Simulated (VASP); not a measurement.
Energy against volume of TiAl (L1_0). These are PBE GGA with D4 dispersion, VASP's PBE PAW potentials (set 64) (plane waves; VASP) values and carry that method's errors. Run with 520 eV cut-off, 13×13×9 Γ-centred mesh, first-order Methfessel-Paxton smearing of 0.10 eV, potentials Ti_sv Al.

Shape and ions are relaxed at each volume.

```csv
V (Å³/atom),E (eV/atom)
14.893,-6.45794
15.368,-6.47571
15.844,-6.48120
16.319,-6.47606
```

Task: Fit these four points and predict the energy of the run at 16.794 Å³/atom.

Result: A cubic in V^(−2/3), the third-order Birch-Murnaghan form, passes through the four points with V0 = 15.84 Å³/atom and B0 = 119 GPa, and gives -6.4617 eV/atom there. The run gave -6.4618 eV/atom, -0.0 meV/atom from the fit; all five points give B0 = 119 GPa.

The compound is TiAl in the L1_0 structure. It was relaxed first.
